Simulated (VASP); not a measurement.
Crystal: GaB4.

```
Ga B
1.0
     3.77862    0.00000    0.00000
     0.00000    3.77862    0.00000
     0.00000    0.00000    3.77862
Ga B
1 4
Direct
  0.00000 0.00000 0.00000
  0.25000 0.25000 0.25000
  0.75000 0.75000 0.25000
  0.25000 0.75000 0.75000
  0.75000 0.25000 0.75000
```

The cell was built by a generator and needn't be a form met in nature.

The cell isn't the ideal one: species swapped into the SnI4 type (P-43m, No. 215).

```yaml
Program: VASP 6.6.1
Task: relaxation of cell and atoms
Functional: PBE
Potentials_or_basis: VASP PAW PBE potentials, release 64 (Ga_d, B)
Cutoff: 600 eV
k_mesh: 4 × 4 × 4
Occupations: gaussian, width 0.1 eV
Spin: no spin polarisation
```

At the start: pressure 53.3 GPa; volume 10.79 Å³/atom.

Question: How do energy, volume and symmetry change on relaxing?

Answer: Over 9 steps the energy falls by 2677.3 meV/atom and the volume is 10.27 Å³/atom (-4.8 %); space group P-43m (No. 215, to 0.05 Å).

The path:
```csv
step,energy change (eV),largest force (eV/Å),pressure (GPa),volume (Å³)
1,0.0000,13.1502,53.31,53.95
2,-9.8980,1.6140,-21.05,87.12
3,-10.0300,2.4720,-24.50,73.50
4,-13.2131,0.4928,-7.69,56.52
5,-13.2210,0.8407,-5.75,55.92
6,-13.3701,0.0474,-3.43,52.94
7,-13.3774,0.2861,-2.46,52.19
8,-13.3792,0.2375,2.42,50.62
9,-13.3865,0.0200,0.05,51.35
```

Final structure:
```
Ga B
1.0
     3.71695    0.00000    0.00000
     0.00000    3.71695    0.00000
     0.00000    0.00000    3.71695
Ga B
1 4
Cartesian
  0.0000 0.0000 0.0000
  1.2419 1.2419 1.2419
  2.4751 2.4751 1.2419
  1.2419 2.4751 2.4751
  2.4751 1.2419 2.4751
```

Caveat: the k mesh is coarse (spacing up to 0.42 Å⁻¹), so the values aren't converged.
